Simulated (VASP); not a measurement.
Be3Se2O:

```
Be Se O
1.0
     5.72936   -0.00089    0.02392
    -2.86545    4.94368    0.06906
     0.04368    0.17084   10.38577
Be Se O
6 4 2
Direct
  0.72511 0.02597 0.98037
  0.72160 0.00452 0.49306
  0.02305 0.74351 0.99991
  0.94966 0.70616 0.49735
  0.26053 0.26173 0.99314
  0.25829 0.27555 0.49556
  0.34496 0.68155 0.98892
  0.31072 0.66311 0.49572
  0.65789 0.32561 0.01572
  0.65872 0.31545 0.48812
  0.01929 0.02113 0.98952
  0.03021 0.03801 0.49577
```

The cell was built by a generator and needn't be a form met in nature.

* Program: VASP 6.6.1
* Task: relaxation of cell and atoms
* Functional: PBE
* Potentials or basis: VASP PAW PBE potentials, release 64 (Be, Se, O)
* Cutoff: 520 eV
* k mesh: 4 × 4 × 2
* Occupations: gaussian, width 0.05 eV
* Spin: no spin polarisation

At the start: pressure 3.2 GPa; volume 24.50 Å³/atom.

**Question.** How do energy, volume and symmetry change on relaxing?

**Answer.** Over 65 steps the energy falls by 225.7 meV/atom and the volume is 24.84 Å³/atom (+1.4 %); space group P1 (No. 1, to 0.05 Å).

Step by step:
| step | energy change (eV) | largest force (eV/Å) | pressure (GPa) | volume (Å³) |
| --- | --- | --- | --- | --- |
| 1 | 0.0000 | 8.8220 | 3.21 | 294.06 |
| 3 | -1.5110 | 1.9309 | -0.81 | 302.67 |
| 5 | -1.5196 | 1.7403 | -0.63 | 301.82 |
| 7 | -1.8171 | 0.8787 | 0.19 | 299.03 |
| 9 | -1.8972 | 0.6482 | 0.03 | 299.60 |
| 11 | -1.9487 | 0.2235 | -0.15 | 300.24 |
| 13 | -1.9584 | 0.1972 | 0.15 | 299.26 |
| 15 | -1.9664 | 0.2148 | 0.03 | 300.15 |
| 17 | -1.9783 | 0.2288 | -0.20 | 301.89 |
| 19 | -1.9932 | 0.2336 | -0.04 | 301.87 |
| 21 | -1.9979 | 0.2988 | 0.14 | 301.84 |
| 23 | -2.0210 | 0.3596 | 0.11 | 302.74 |
| 25 | -2.0578 | 0.5291 | -0.07 | 304.60 |
| 27 | -2.0639 | 0.5921 | -0.27 | 305.82 |
| 29 | -2.0979 | 0.4714 | -0.10 | 305.07 |
| 31 | -2.1759 | 0.5106 | -0.09 | 303.98 |
| 33 | -2.2577 | 0.6268 | -0.09 | 301.42 |
| 35 | -2.3460 | 0.8268 | 0.10 | 297.66 |
| 37 | -2.3999 | 1.0128 | -1.30 | 288.88 |
| 39 | -2.4935 | 0.6870 | -0.58 | 292.32 |
| 41 | -2.5814 | 0.4994 | -0.06 | 284.91 |
| 43 | -2.6224 | 0.6885 | 0.46 | 284.21 |
| 45 | -2.6688 | 0.2663 | 0.48 | 286.89 |
| 47 | -2.6889 | 0.2158 | 0.23 | 289.99 |
| 49 | -2.7008 | 0.1380 | 0.00 | 293.01 |
| 51 | -2.7042 | 0.1208 | 0.09 | 293.58 |
| 53 | -2.7059 | 0.0530 | 0.04 | 294.81 |
| 55 | -2.7066 | 0.0402 | 0.00 | 295.66 |
| 57 | -2.7071 | 0.0483 | 0.03 | 296.28 |
| 59 | -2.7075 | 0.0407 | 0.01 | 297.08 |
| 61 | -2.7078 | 0.0335 | -0.02 | 297.70 |
| 63 | -2.7080 | 0.0317 | 0.02 | 297.98 |
| 65 | -2.7081 | 0.0143 | 0.00 | 298.11 |

Final structure:
```xyz
12
Lattice="5.3188 -0.0017 0.0859 -2.6614 4.6019 0.1756 0.1423 0.4116 12.2038" Properties=species:S:1:pos:R:3 pbc="T T T"
Be    3.9268    0.4666   12.1939
Be    1.1187    4.7932    6.2763
Be   -1.7444    3.7357   12.2581
Be    3.4292    3.4621    6.2508
Be    0.9179    1.7968   12.2069
Be    0.7688    1.5265    6.1126
Se    0.1629    3.5846   11.2401
Se   -0.0172    3.2122    7.2278
Se    2.6474    1.5381    1.0868
Se    2.6783    1.7765    5.1168
O     0.1480    0.4662   12.1271
O     2.6584    4.7943    6.2939
```
